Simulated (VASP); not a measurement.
Computed with TPSS meta-GGA, VASP's PBE PAW potentials (set 64) (plane waves; VASP).

Input for VASP

POSCAR:
```
Nb
1.0
 -1.6644338768   1.6644338768   1.6644338768
  1.6644338768  -1.6644338768   1.6644338768
  1.6644338768   1.6644338768  -1.6644338768
Nb
1
Direct
  0.0000000000   0.0000000000   0.0000000000
```

INCAR:
```
# general
SYSTEM  = Nb
PREC    = Accurate
ENCUT   = 520   # plane-wave cut-off (eV)
LREAL   = F   # projection in real space or not
LASPH   = T

# electronic loop
EDIFF   = 1E-7   # SCF stop (eV)
NELM    = 100
ALGO    = Normal   # blocked Davidson
LMAXMIX = 4   # l cut-off of mixed one-centre charges
LMIXTAU = T

# smearing
ISMEAR  = 1   # Methfessel-Paxton
SIGMA   = 0.1   # width (eV)

# functional
METAGGA = TPSS

# ions
ISIF    = 2   # forces and stress, cell fixed

# output
LWAVE   = F
LCHARG  = F
```

**KPOINTS**
```
Automatic mesh
0
Gamma
15 15 15
0 0 0
```

POTCAR, in this order: Nb_sv (PBE.64 set). Program: vasp_std.

Output of the run:

File OUTCAR:
```
 ion  position               nearest neighbor table
   1  0.000  0.000  0.000-
  LATTYP: Found a body centered cubic cell.
 ALAT       =     3.3288677536
 Subroutine PRICEL returns:
 Original cell was already a primitive cell.
 Subroutine GETGRP returns: Found 48 space group operations
The static configuration has the point symmetry O_h .
The dynamic configuration has the point symmetry O_h .
 Subroutine INISYM returns: Found 48 space group operations
 Subroutine IBZKPT returns following result:
 Found    120 irreducible k-points:

 Following reciprocal coordinates:
            Coordinates               Weight
  0.000000  0.000000  0.000000      1.000000
  0.066667  0.000000  0.000000     12.000000
  0.133333  0.000000  0.000000     12.000000
  0.200000  0.000000  0.000000     12.000000
  0.266667  0.000000  0.000000     12.000000
  0.333333  0.000000  0.000000     12.000000
  0.400000  0.000000  0.000000     12.000000
  0.466667  0.000000  0.000000     12.000000
  0.066667  0.066667  0.000000     24.000000
  0.133333  0.066667  0.000000     48.000000
  0.200000  0.066667  0.000000     48.000000
  0.266667  0.066667  0.000000     48.000000
  0.333333  0.066667  0.000000     48.000000
  0.400000  0.066667 -0.000000     48.000000
  0.466667  0.066667  0.000000     24.000000
  0.133333  0.133333  0.000000     24.000000
  0.200000  0.133333 -0.000000     48.000000
  0.266667  0.133333  0.000000     48.000000
  0.333333  0.133333  0.000000     48.000000
  0.400000  0.133333 -0.000000     48.000000
  0.200000  0.200000  0.000000     24.000000
  0.266667  0.200000  0.000000     48.000000
  0.333333  0.200000  0.000000     48.000000
  0.400000  0.200000 -0.000000     24.000000
  0.266667  0.266667  0.000000     24.000000
  0.333333  0.266667 -0.000000     48.000000
  0.333333  0.333333  0.000000      8.000000
  0.066667  0.066667  0.066667      8.000000
  0.133333  0.066667  0.066667     24.000000
  0.200000  0.066667  0.066667     24.000000
  0.266667  0.066667  0.066667     24.000000
  0.333333  0.066667  0.066667     24.000000
  0.400000  0.066667  0.066667     24.000000
 -0.066667  0.066667  0.066667      6.000000
  0.133333  0.133333  0.066667     24.000000
  0.200000  0.133333  0.066667     48.000000
  0.266667  0.133333  0.066667     48.000000
  0.333333  0.133333  0.066667     48.000000
  0.400000  0.133333  0.066667     24.000000
 -0.133333  0.133333  0.066667     24.000000
   k-points           NKPTS =    120   k-points in BZ     NKDIM =    120   number of bands    NBANDS=     10
   number of dos      NEDOS =    301   number of ions     NIONS =      1
   total plane-waves  NPLWV =  13824
   dimension x,y,z NGX =    24 NGY =   24 NGZ =   24
   dimension x,y,z NGXF=    48 NGYF=   48 NGZF=   48
   ions per type =               1
   PREC   = accura    normal or accurate (medium, high low for compatibility)
   ISTART =      0    job   : 0-new  1-cont  2-samecut
   ICHARG =      2    charge: 1-file 2-atom 10-const
   ISPIN  =      1    spin polarized calculation?
   LNONCOLLINEAR =      F non collinear calculations
   LSORBIT =      F    spin-orbit coupling
   INIWAV =      1    electr: 0-lowe 1-rand  2-diag
   ENCUT  =  520.0 eV  38.22 Ry    6.18 a.u.   5.36  5.36  5.36*2*pi/ulx,y,z
   NELM   =    100;   NELMIN=  2; NELMDL= -5     # of ELM steps
   EDIFF  = 0.1E-06   stopping-criterion for ELM
   LREAL  =      F    real-space projection
   NLSPLINE    = F    spline interpolate recip. space projectors
   LMAXMIX     =    4 max onsite mixed and CHGCAR
   VOSKOWN=      0    Vosko Wilk Nusair interpolation
...
```

### OSZICAR
```
       N       E                     dE             d eps       ncg     rms          rms(c)
DAV:   1     0.134389323125E+03    0.13439E+03   -0.89899E+03  3664   0.211E+03
DAV:   2     0.408629621880E+01   -0.13030E+03   -0.12749E+03  3204   0.568E+02
DAV:   3    -0.181495995128E+01   -0.59013E+01   -0.56330E+01  4448   0.134E+02
DAV:   4    -0.198199895365E+01   -0.16704E+00   -0.16017E+00  4182   0.200E+01
DAV:   5    -0.198710716556E+01   -0.51082E-02   -0.50185E-02  4382   0.307E+00    0.163E+01
DAV:   6    -0.187477756565E+02   -0.16761E+02   -0.52187E+01  4042   0.922E+01    0.535E+00
DAV:   7    -0.188468306149E+02   -0.99055E-01   -0.11508E+00  2756   0.142E+01    0.349E+00
DAV:   8    -0.186921081226E+02    0.15472E+00   -0.38613E-01  3424   0.655E+00    0.554E-01
DAV:   9    -0.188975125546E+02   -0.20540E+00   -0.12893E-01  2626   0.503E+00    0.719E-01
DAV:  10    -0.189051064398E+02   -0.75939E-02   -0.12723E-02  3542   0.188E+00    0.282E-01
DAV:  11    -0.189040891466E+02    0.10173E-02   -0.10217E-03  3556   0.370E-01    0.129E-01
DAV:  12    -0.189046228848E+02   -0.53374E-03   -0.18815E-03  3428   0.581E-01    0.295E-02
DAV:  13    -0.189049747000E+02   -0.35182E-03   -0.13864E-04  2512   0.170E-01    0.251E-02
DAV:  14    -0.189049662919E+02    0.84081E-05   -0.89738E-06  3820   0.432E-02    0.162E-02
DAV:  15    -0.189049709585E+02   -0.46665E-05   -0.75236E-06  3684   0.272E-02    0.810E-03
DAV:  16    -0.189049721648E+02   -0.12063E-05   -0.23290E-06  3788   0.176E-02    0.415E-03
DAV:  17    -0.189049713097E+02    0.85509E-06   -0.23632E-07  2426   0.688E-03    0.131E-03
DAV:  18    -0.189049721480E+02   -0.83837E-06   -0.20409E-08  1340   0.214E-03    0.840E-04
DAV:  19    -0.189049720646E+02    0.83413E-07   -0.58302E-09  1330   0.132E-03
   1 F= -.18904972E+02 E0= -.18904554E+02  d E =-.125458E-02
```

**OUTCAR**
```
------------------------ aborting loop because EDIFF is reached ----------------------------------------
  FORCE on cell =-STRESS in cart. coord.  units (eV):
  Direction    XX          YY          ZZ          XY          YZ          ZX
  --------------------------------------------------------------------------------------
  Total       -0.5796991     -0.5796991     -0.5796991     -0.0000000     -0.0000000      0.0000000
  in kB      -50.3562698    -50.3562698    -50.3562698     -0.0000000     -0.0000000      0.0000000
  external PRESSURE =     -50.3562698 kB  Pullay stress =       0.0000000 kB
  volume of cell :       18.44
      direct lattice vectors                 reciprocal lattice vectors
    -1.664433877  1.664433877  1.664433877     0.000000000  0.300402441  0.300402441
     1.664433877 -1.664433877  1.664433877     0.300402441  0.000000000  0.300402441
     1.664433877  1.664433877 -1.664433877     0.300402441  0.300402441  0.000000000
 POSITION                                       TOTAL-FORCE (eV/Angst)
 -----------------------------------------------------------------------------------
      0.00000      0.00000      0.00000         0.000000     -0.000000      0.000000
 -----------------------------------------------------------------------------------
    total drift:                                0.000000      0.000000     -0.000000
  FREE ENERGIE OF THE ION-ELECTRON SYSTEM (eV)
  ---------------------------------------------------
  free  energy   TOTEN  =       -18.9049720646 eV

  energy  without entropy=      -18.9037174872  energy(sigma->0) =      -18.90455387
```
(Selected blocks of OUTCAR.)

OUTCAR:
```
 val. band max:       10.8760476278   @ k =  -0.4000  -0.4667   0.2000

 cond. band min:      10.8785602453   @ k =  -0.2000   0.2000   0.2000


 Fermi energy:        10.8785336327

 k-point     1 :       0.0000    0.0000    0.0000
  band No.  band energies     occupation
      1     -44.1654      2.00000
      2     -19.2696      2.00000
      3     -19.2696      2.00000
      4     -19.2696      2.00000
      5       4.9977      2.00000
      6      11.2493     -0.00000
      7      11.2493     -0.00000
      8      11.2493     -0.00000
      9      14.1116      0.00000
     10      14.1116      0.00000

 k-point     2 :       0.0667    0.0000    0.0000
  band No.  band energies     occupation
      1     -44.1561      2.00000
      2     -19.3274      2.00000
      3     -19.2873      2.00000
      4     -19.2700      2.00000
      5       5.1755      2.00000
      6      11.1390     -0.00144
      7      11.2221     -0.00001
      8      11.4205     -0.00000
      9      13.9435      0.00000
     10      14.1126      0.00000

 k-point     3 :       0.1333    0.0000    0.0000
  band No.  band energies     occupation
      1     -44.1296      2.00000
      2     -19.4887      2.00000
      3     -19.3371      2.00000
      4     -19.2712      2.00000
      5       5.6749      2.00000
      6      10.8439      1.54889
      7      11.0986     -0.00794
      8      11.9247     -0.00000
      9      13.6360      0.00000
     10      14.1274      0.00000

 k-point     4 :       0.2000    0.0000    0.0000
  band No.  band energies     occupation
      1     -44.0903      2.00000
      2     -19.7207      2.00000
      3     -19.4097      2.00000
      4     -19.2730      2.00000
      5       6.3799      2.00000
      6      10.4477      2.00000
      7      10.8657      1.21471
      8      12.7332     -0.00000
      9      13.5163      0.00000
     10      14.1831      0.00000

 k-point     5 :       0.2667    0.0000    0.0000
...
```

The compound is Nb in the bcc structure. This cell is one point of a volume scan, at 1.03 of the reference volume.
